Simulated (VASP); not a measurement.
These are RPBE GGA, VASP's PBE PAW potentials (set 64) (plane waves; VASP) values and carry that method's errors.

A VASP calculation is set up with these files.

**POSCAR**
```
Sr
1
    0.0000000000     3.0732727504     3.0732727504
    3.0732727504     0.0000000000     3.0732727504
    3.0732727504     3.0732727504     0.0000000000
Sr
1
Direct
  0.0000000000   0.0000000000   0.0000000000
```

**INCAR**
```
! general
SYSTEM   =  Sr
PREC     =  Accurate
ENCUT    =  520   ! plane-wave cut-off (eV)
LREAL    =  .FALSE.   ! projection in real space or not
LASPH    =  .TRUE.   ! aspherical one-centre terms

! electronic loop
EDIFF    =  1E-7
NELM     =  100   ! most electronic steps
ALGO     =  Normal   ! blocked Davidson
LMAXMIX  =  4

! smearing
ISMEAR   =  -5   ! tetrahedra, Bloechl

! functional
GGA      =  RP   ! RPBE

! ions
ISIF     =  2

! output
LWAVE    =  .FALSE.
LCHARG   =  .TRUE.
LORBIT   =  11
NEDOS    =  601   ! DOS grid
```

### KPOINTS
```
Regular mesh
0
G
 12 12 12
0 0 0
```

POTCAR, in this order: Sr_sv (PBE.64 set). Program: vasp_std.

Question: Estimate the energy per atom (σ→0), band gap (on the k-mesh).

Answer: 
| Quantity | Value |
|---|---|
| energy per atom (σ→0) | -1.460 eV/atom |
| band gap (on the k-mesh) | none (metal, semimetal or under 0.01 eV) |

OSZICAR:
```
...
DAV:   9    -0.145989413070E+01   -0.44727E-04   -0.13637E-04  1774   0.112E-01    0.461E-02
DAV:  10    -0.145992450591E+01   -0.30375E-04   -0.22208E-05  1544   0.424E-02    0.214E-02
DAV:  11    -0.145992068419E+01    0.38217E-05   -0.22002E-06  1687   0.126E-02    0.183E-03
DAV:  12    -0.145991962066E+01    0.10635E-05   -0.18915E-07  2110   0.266E-03    0.261E-03
DAV:  13    -0.145991972973E+01   -0.10907E-06   -0.64149E-09   815   0.957E-04    0.387E-04
DAV:  14    -0.145991959859E+01    0.13113E-06   -0.15627E-09   804   0.337E-04    0.138E-04
DAV:  15    -0.145991958501E+01    0.13585E-07   -0.28500E-10   776   0.130E-04
   1 F= -.14599196E+01 E0= -.14599196E+01  d E =0.000000E+00
```

The compound is Sr in the fcc structure. It was relaxed first.
